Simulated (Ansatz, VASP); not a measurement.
**Cross-check of WC (Qusongite) between VASP and Ansatz**

Aim: how closely do two programs agree when they are given the same cell, functional and k mesh? The cell is taken from a series of runs on this material, whose earlier steps may have relaxed, scaled, displaced or heated it; both programs get it as it stands.

Main program and level: Ansatz 0.2.0; plane waves, with VASP 6.6.1 beside it; zone-centre phonons at PBEsol.

### Step 1. Starting point

Symmetry: P-6m2, No. 187, hexagonal system. Conventional cell: a = 2.904 Å, b = 2.904 Å, c = 2.800 Å, α = 90.00°, β = 90.00°, γ = 120.00°. Nearest to C lie 6 W at 2.18 Å. W has 6 C at 2.18 Å nearest. Farther neighbours are not listed.

### Step 2. Ansatz: zone-centre phonons, PBEsol

Ansatz runs on its PAW soft_1 files.

Second derivatives magnify differences that forces hide, and they need a tight electronic threshold.

Contents of input.yaml:

```yaml
crystal:
  lattice:
    - [2.9043126562, 0.0, 0.0]
    - [-1.4521563281, 2.5152085408, 0.0]
    - [0.0, 0.0, 2.7998155762]
  atoms:
    - { symbol: C, position: [0.66666666, 0.33333334, 0.5] }
    - { symbol: W, position: [6.7e-09, -6.7e-09, 0.0] }
kpoints:
  mp_grid: { grid: [18, 18, 16] }
hamiltonian:
  xc: pbesol
  pseudopotentials: { kind: paw, azcp: { folder: soft_1 }, xc_functional: pbe }
scf:
  occupations: { method: methfessel_paxton, width: 0.2 }
output:
  eigenvalues: true
phonons:
  method: dfpt
```

Started as:

```
$ ansatz run input.yaml --threads 4 --pin off --max-ram 10240MiB --backend cpu --events-out ev --progress --plain --runs-dir out
```

Numbers of over 12 decimals in the logs are rounded to 6 here.

The log of the run:

```text
zone centre: on kpoints.mp_grid the ground state, and the responses unless they are solved on pairs of k-points, stand on 819 of the mesh's 5184 k-points, reduced under 4 symmetry operations, with k and −k counted as one. Each operation leaves every solved displacement unchanged or reverses it
Engine: ansatz 0.2.0, x86_64-unknown-linux-gnu
Pseudopotentials: kind: paw
Pseudopotential: C, paw, valence charge 4, recommended cutoff 420 eV (normal), soft_1/C.paw.azcp
Pseudopotential: W, paw, valence charge 14, recommended cutoff 420 eV (normal), soft_1/W.paw.azcp
Functional definition: PBEsol
  exchange = pbesol_x
  correlation = pbesol_c
Crystal: 2 atoms, lattice volume = 20.453 Å³
Basis set: ecut = 420 eV, 405 PW (Γ), exchange–correlation on 40×40×40 points (8 copies of the dense FFT grid, shifted against one another)
Bands: 13, of which v1, the nominal top of the filled ones, is band 9 counted from 1 (8 counted from 0)
Symmetry: 12 space group operations
k-points: 819 of 5184 (irreducible under 4 space group operations, time reversal used)
Non-local potential: C, projectors of the file, l = 0: 2, l = 1: 2, l = 2: 1
Non-local potential: W, projectors of the file, l = 0: 3, l = 1: 2, l = 2: 2, l = 3: 1
PAW form: soft (Blöchl's): semilocal exchange-correlation on the pseudo side does not see the compensation charge
PAW frozen core: C, regenerated for the run's functional, and the local potential with it (the file was generated under x = pbe(κ = 0.804, μ = 0.219515), c = pbe(β = 0.066725))
PAW frozen core: W, regenerated for the run's functional, and the local potential with it (the file was generated under x = pbe(κ = 0.804, μ = 0.219515), c = pbe(β = 0.066725))
PAW one-centre angular grid: C, 110 points (default); XC on 64 Gauss nodes
PAW one-centre angular grid: W, 590 points (default); XC on 64 Gauss nodes
Initial density: superposition of atomic densities (chi_scale 0.1, normalization cell, long waves kept (reshape's long-wave potential 0.00 eV rms))
Initial wavefunctions: pseudopotential atomic-orbital guess
Functional: x = pbesol(κ = 0.804, μ = 0.123457), c = pbesol(β = 0.046)
SCF iter   1: F=—  HF=-10505.945746 eV  |F-HF|=—  |Δ(HF+E_count)|=         —  Δρ=1.31e-1  dr2=4.68e0  ethr=3.10e-3  ⟨swp⟩=5.0  Hψ=53071  notcnv=0
preconditioner: auto → none  [metal: Δε(μ)=0.075 eV  Ē_g=10.939 eV  σ=0.200 eV  W_gap=0.31  n_scr=8 (ndim 8)  ℏωp=26.0 eV  f_vac=0.000  D(μ)=0.20/eV (n_scr^D=0)  sad-step TF]
SCF iter   2: F=—  HF=-10505.367793 eV  |F-HF|=—  |Δ(HF+E_count)|=   5.78e-1  S|Δr|=    0.00e0  Δρ=9.28e-2  dr2=2.43e0  ethr=3.10e-3  ⟨swp⟩=2.0  Hψ=20393  notcnv=0
SCF iter   3: F=—  HF=-10504.742942 eV  |F-HF|=—  |Δ(HF+E_count)|=   6.25e-1  S|Δr|=    0.00e0  Δρ=9.37e-3  dr2=2.06e-2  ethr=3.10e-3  ⟨swp⟩=2.2  Hψ=18233  notcnv=0
SCF iter   4: F=—  HF=-10504.740383 eV  |F-HF|=—  |Δ(HF+E_count)|=   2.56e-3  S|Δr|=    0.00e0  Δρ=9.84e-4  dr2=7.27e-5  ethr=1.14e-4  ⟨swp⟩=1.1  Hψ=17030  notcnv=0
SCF iter   5: F=—  HF=-10504.740465 eV  |F-HF|=—  |Δ(HF+E_count)|=   8.15e-5  S|Δr|=    0.00e0  Δρ=1.65e-4  dr2=2.65e-6  ethr=4.04e-7  ⟨swp⟩=2.1  Hψ=16887  notcnv=0
SCF iter   6: F=—  HF=-10504.740465 eV  |F-HF|=—  |Δ(HF+E_count)|=   3.11e-7  S|Δr|=    0.00e0  Δρ=2.45e-5  dr2=9.12e-8  ethr=1.47e-8  ⟨swp⟩=2.6  Hψ=16268  notcnv=0
SCF iter   7: F=—  HF=-10504.740465 eV  |F-HF|=—  |Δ(HF+E_count)|=   3.11e-7  S|Δr|=    0.00e0  Δρ=4.23e-6  dr2=2.13e-9  ethr=5.06e-10  ⟨swp⟩=2.0  Hψ=14851  notcnv=0
SCF iter   8: F=—  HF=-10504.740465 eV  |F-HF|=—  |Δ(HF+E_count)|=  3.77e-10  S|Δr|=    0.00e0  Δρ=7.40e-7  dr2=4.52e-11  ethr=1.18e-11  ⟨swp⟩=2.7  Hψ=16827  notcnv=0
SCF iter   9: F=-10504.740465 eV  HF=-10504.740465 eV  |F-HF|=1.82e-12  |Δ(HF+E_count)|=  5.46e-12  S|Δr|=    0.00e0  Δρ=6.23e-8  dr2=9.09e-13  ethr=1.00e-12  ⟨swp⟩=5.2  Hψ=40469  notcnv=0
SCF 1 converged in 9 iterations: F = -10504.740465 eV  dr2 = 9.09e-13
  greatest PAW one-centre occupation: 0.999 electrons in one spin orbital (limit 2), on the W atom at site 1 (counted from 0), in its partial waves of l = 0
DFPT response loops at Γ: preconditioner auto → Kerker (q_TF=auto, 2.671 Å⁻¹) (partly filled bands, converged f_vac=0.000); β = 1.00, the filter's whole step (`scf.mixing.beta` (0.50) is not read by the response loops under this deck's `scf.mixing.preconditioner`; to damp them name `kerker` or `kerker_dos`, under which they read `scf.mixing.beta`, and type it under 1.00, their step now; both keys bind the ground state too); Broyden in place of MSR1
SCF converged after 9 iterations
Stability not checked: this state was not tested for a lower state beside it, because cold or Methfessel-Paxton smearing, or corrected tetrahedra, fill the levels in a way that the test cannot read (fill_not_monotonic; see scf.lower_state_search)
Free energy (F): -10504.740465 eV
Harris-Foulkes:  -10504.740465 eV  (|F-HF|=1.82e-12)
Internal energy: -10504.739822 eV  (E = F + TS)
E sigma→0 (E₀):  -10504.740304 eV
Entropy (-TS):   -0.000643 eV (-0.322 meV/atom)
Fermi energy:    20.651210 eV
--- Per-component energies (eV) ---
  E_band       = -57.391450
  E_kinetic    = 510.557196
  E_local      = -594.192428  (includes V_loc(G=0)·N_el)
  E_nonlocal   = -0.063606
  E_hartree    = 244.584069
  E_xc         = -314.238486
  E_vxc        = -291.050025  (∫ρ·V_xc dr)
  E_paw        = -8547.032115  (= ΣΔE_a)
  E_vpaw       = -171.810910  (= ΣTr[D̂ρ^β])
  E_aug_tail   = 0.000162  (compensation charges beyond the density's cutoff)
  E_ewald      = -1804.597573
  E_core_change = 0.242958  (= ΣΔE_core)
  E_smearing   = -0.000643  (= −TS)
  E_closure    = 0.000000  (closes the sum)
  Σ components = -10504.740465   (vs F -10504.740465, Δ=0.00e0)
--- Band table (eV; the first three rows and the last of 819) ---
  k-point 0: bands = [... 5 lower, 16.2396, 17.1526, 17.1526, 20.8791, 23.9630, 23.9630, 26.4157, 26.4157]
  k-point 1: bands = [... 5 lower, 16.2084, 17.1980, 17.1980, 20.8489, 23.5886, 23.5886, 26.6493, 26.6493]
  k-point 2: bands = [... 5 lower, 16.0591, 17.3308, 17.3308, 20.8576, 22.8092, 22.8092, 26.9753, 26.9753]
  k-point 818: bands = [... 5 lower, 14.1211, 14.7938, 18.6713, 19.3973, 25.8630, 26.1748, 26.7430, 30.4191]
--- Phonons (Γ-DFPT): 4 representative perturbations + reference, on 819 of 5184 k-points (Σ response iterations 12) ---
  k mesh reduced under 4 symmetry operations, with k and −k counted as one. Each operation leaves every solved displacement unchanged or reverses it
  ASR residual: 4.785e-5 → 0.000e0 eV/Å²; symmetrization residual: 1.442e-6 eV/Å²
  ASR residual per site (eV/Å²): 7.75e-6 4.79e-5
  Γ frequencies (cm⁻¹): 0.00 0.00 0.00 609.50 626.03 626.03
  non-analytic LO–TO correction: not included (Born effective charges unavailable; polar crystals: no LO–TO splitting at Γ)
```

### Step 3. VASP: zone-centre phonons, PBEsol

The same cell, functional, mesh and smearing now go to VASP, with its own data sets.

Lines of VASP's logs that name or quote its potential files are left out, and so is its time.

Contents of INCAR:

```
SYSTEM = WC
PREC = Accurate
ENCUT = 600
EDIFF = 1E-08
NELM = 120
ISMEAR = 1
SIGMA = 0.2
LREAL = .FALSE.
ALGO = Normal
GGA = PS
NBANDS = 11
LASPH = .TRUE.
LORBIT = 11
LWAVE = .FALSE.
LCHARG = .FALSE.
ISIF = 2
IBRION = 8
GGA_COMPAT = .FALSE.
KPAR = 2
```

Contents of POSCAR:

```
WC
1.0
    2.9043126562      0.0000000000      0.0000000000
   -1.4521563281      2.5152085408      0.0000000000
    0.0000000000      0.0000000000      2.7998155762
C W
1 1
Direct
    0.6666666600      0.3333333400      0.5000000000
    0.9999999933      0.0000000067      0.0000000000
```

Contents of KPOINTS:

```
Automatic mesh
0
Gamma
18 18 16
0 0 0
```

PAW data sets: C and W (PBE family, release 64).

Started as:

```
$ mpirun -np 2 vasp_std
```

The log of the run:

```text
[banner, memory and clock lines left out]
running    2 mpi-ranks, on    1 nodes
 distrk:  each k-point on    1 cores,    2 groups
 distr:  one band on    1 cores,    1 groups

 POSCAR found type information on POSCAR C W
 POSCAR found :  2 types and       2 ions
|                                                                             |
|               ----> ADVICE to this user running VASP <----                  |
|                                                                             |
|     You enforced a specific xc type in the INCAR file but a different       |
|     [... a line on the potential file left out ...]
|     I HOPE YOU KNOW WHAT YOU ARE DOING!                                     |
|                                                                             |

 LDA part: xc-table for (Slater+PW92), standard interpolation
 POSCAR, INCAR and KPOINTS ok, starting setup
 FFT: planning ... GRIDC
 FFT: planning ... GRID_SOFT
 FFT: planning ... GRID
 WAVECAR not read
 entering main loop
       N       E                     dE             d eps       ncg     rms          rms(c)
DAV:   1     0.275318856362E+02    0.27532E+02   -0.54482E+03  7326   0.926E+02
DAV:   2    -0.247288079974E+02   -0.52261E+02   -0.49609E+02  8388   0.214E+02
DAV:   3    -0.269414987393E+02   -0.22127E+01   -0.21857E+01  9152   0.368E+01
DAV:   4    -0.269569055004E+02   -0.15407E-01   -0.15400E-01  8042   0.347E+00
DAV:   5    -0.269569721050E+02   -0.66605E-04   -0.66603E-04  8980   0.230E-01    0.355E+01
DAV:   6    -0.240973701298E+02    0.28596E+01   -0.12384E+01  8729   0.218E+01    0.120E+01
DAV:   7    -0.240223519860E+02    0.75018E-01   -0.59145E-01  7515   0.617E+00    0.849E+00
DAV:   8    -0.239815037005E+02    0.40848E-01   -0.99802E-02  8045   0.233E+00    0.202E+00
DAV:   9    -0.239760407813E+02    0.54629E-02   -0.14349E-02  7953   0.772E-01    0.149E-01
DAV:  10    -0.239759715812E+02    0.69200E-04   -0.89355E-04  8608   0.257E-01    0.181E-01
DAV:  11    -0.239759560361E+02    0.15545E-04   -0.11793E-04  9093   0.753E-02    0.153E-02
DAV:  12    -0.239759527719E+02    0.32642E-05   -0.77647E-06  8409   0.187E-02    0.750E-03
DAV:  13    -0.239759527275E+02    0.44425E-07   -0.33768E-07  8460   0.553E-03    0.928E-04
DAV:  14    -0.239759527207E+02    0.67564E-08   -0.67634E-09  4894   0.679E-04
   1 F= -.23975953E+02 E0= -.23975669E+02  d E =-.852499E-03
 Linear response reoptimize wavefunctions to high precision
DAV:   1    -0.239759527298E+02   -0.91413E-08   -0.30055E-09  8254   0.401E-04
DAV:   2    -0.239759527299E+02   -0.90949E-11   -0.62108E-11  3858   0.764E-05
 Linear response DOF=           4
 Linear response progress:
  Degree of freedom:   1/  4
       N       E                     dE             d eps       ncg     rms          rms(c)
RMM:   1    -0.117713490793E+00   -0.11771E+00    0.51818E-02 76451   0.206E+00
RMM:   2    -0.116020665745E+00    0.16928E-02   -0.21658E-03 50542   0.441E-01    0.214E-01
RMM:   3    -0.116295384889E+00   -0.27472E-03   -0.44165E-04 48043   0.143E-01    0.115E-01
RMM:   4    -0.117052849302E+00   -0.75746E-03   -0.32576E-04 48155   0.116E-01    0.265E-02
RMM:   5    -0.117010995507E+00    0.41854E-04   -0.48790E-06 52864   0.197E-02    0.144E-03
RMM:   6    -0.117026906408E+00   -0.15911E-04   -0.37226E-07 53350   0.266E-03    0.486E-04
RMM:   7    -0.117023327678E+00    0.35787E-05    0.86056E-09 55444   0.463E-04    0.881E-05
RMM:   8    -0.117023528226E+00   -0.20055E-06    0.34886E-08 53702   0.940E-05    0.309E-05
RMM:   9    -0.117023401800E+00    0.12643E-06    0.74471E-09 55750   0.256E-05    0.411E-06
RMM:  10    -0.117023389004E+00    0.12795E-07    0.38941E-09 52965   0.628E-06    0.138E-06
RMM:  11    -0.117023384419E+00    0.45856E-08    0.15022E-09 48576   0.341E-06    0.344E-07
 first order change of Fermi-energy   0.17869E-05
 force on displaced ion       1 direction 1 : -16.665   0.002   0.000
 Linear response progress:
  Degree of freedom:   2/  4
       N       E                     dE             d eps       ncg     rms          rms(c)
RMM:   1    -0.121151637555E+00   -0.12115E+00    0.60938E-02 26895   0.214E+00
RMM:   2    -0.120158801685E+00    0.99284E-03   -0.22866E-03 17915   0.458E-01    0.186E-01
RMM:   3    -0.120323606294E+00   -0.16480E-03   -0.73338E-04 16956   0.178E-01    0.909E-02
RMM:   4    -0.121215335753E+00   -0.89173E-03   -0.53591E-04 17356   0.139E-01    0.212E-02
RMM:   5    -0.121199610482E+00    0.15725E-04   -0.97030E-06 18470   0.233E-02    0.285E-03
RMM:   6    -0.121235077669E+00   -0.35467E-04   -0.73238E-07 17957   0.561E-03    0.448E-04
RMM:   7    -0.121234814953E+00    0.26272E-06    0.10750E-07 19388   0.920E-04    0.189E-04
RMM:   8    -0.121233678382E+00    0.11366E-05    0.13582E-08 18809   0.131E-04    0.413E-05
RMM:   9    -0.121233539061E+00    0.13932E-06    0.13242E-08 19286   0.437E-05    0.144E-05
RMM:  10    -0.121233463702E+00    0.75359E-07    0.17629E-09 19397   0.193E-05    0.801E-07
RMM:  11    -0.121233463621E+00    0.80889E-10   -0.27915E-10 17688   0.418E-06    0.273E-07
 first order change of Fermi-energy   0.29847E-03
 force on displaced ion       1 direction 3 :  -0.000   0.000 -15.754
 Linear response progress:
  Degree of freedom:   3/  4
       N       E                     dE             d eps       ncg     rms          rms(c)
RMM:   1    -0.109721713081E+00   -0.10972E+00   -0.87164E-02 64949   0.193E+00
RMM:   2    -0.106747373373E+00    0.29743E-02   -0.19000E-03 49618   0.355E-01    0.213E-01
RMM:   3    -0.105812511189E+00    0.93486E-03   -0.31631E-04 51827   0.113E-01    0.125E-01
RMM:   4    -0.105389497451E+00    0.42301E-03   -0.51241E-04 51935   0.141E-01    0.194E-02
RMM:   5    -0.105408775911E+00   -0.19278E-04   -0.37274E-07 53947   0.167E-02    0.392E-03
RMM:   6    -0.105411103242E+00   -0.23273E-05    0.71729E-07 54173   0.221E-03    0.137E-03
RMM:   7    -0.105411095518E+00    0.77244E-08    0.51759E-08 54223   0.980E-04    0.117E-04
 first order change of Fermi-energy  -0.57677E-04
 force on displaced ion       2 direction 1 : -16.662   0.002   0.000
 Linear response progress:
  Degree of freedom:   4/  4
       N       E                     dE             d eps       ncg     rms          rms(c)
RMM:   1    -0.114340099903E+00   -0.11434E+00   -0.93699E-02 23842   0.199E+00
RMM:   2    -0.110692571546E+00    0.36475E-02   -0.22495E-03 17468   0.400E-01    0.174E-01
RMM:   3    -0.110023667219E+00    0.66890E-03   -0.22253E-04 18275   0.105E-01    0.966E-02
RMM:   4    -0.109893424134E+00    0.13024E-03   -0.38323E-04 18066   0.131E-01    0.144E-02
RMM:   5    -0.109909801776E+00   -0.16378E-04   -0.30191E-06 19061   0.134E-02    0.447E-03
RMM:   6    -0.109921985622E+00   -0.12184E-04   -0.41640E-09 19068   0.208E-03    0.107E-03
RMM:   7    -0.109922763692E+00   -0.77807E-06    0.59861E-08 18889   0.674E-04    0.261E-04
RMM:   8    -0.109922528114E+00    0.23558E-06    0.67960E-08 19309   0.203E-04    0.693E-05
RMM:   9    -0.109922065913E+00    0.46220E-06    0.35934E-08 19626   0.699E-05    0.560E-06
RMM:  10    -0.109922050664E+00    0.15249E-07    0.19687E-08 19753   0.124E-05    0.184E-06
RMM:  11    -0.109922048386E+00    0.22784E-08   -0.12736E-09 17105   0.409E-06    0.646E-07
 first order change of Fermi-energy  -0.43918E-03
 force on displaced ion       2 direction 3 :   0.000  -0.000 -15.758
 Linear response finished
```

(Continued in part 2 of 2.)

[Lines on the potential files, build, host, timing and source positions are cut from VASP's logs without a mark.]

[Logs are printed without paths, hosts, clocks, repeated set-up lines and the standing remarks that a program may print on its own settings, such as how far it seeks lower states.]

[Hosts, paths, dates, database ids (printed as entryN), source tags and the programs' standing remarks are cut or masked in the printed files.]
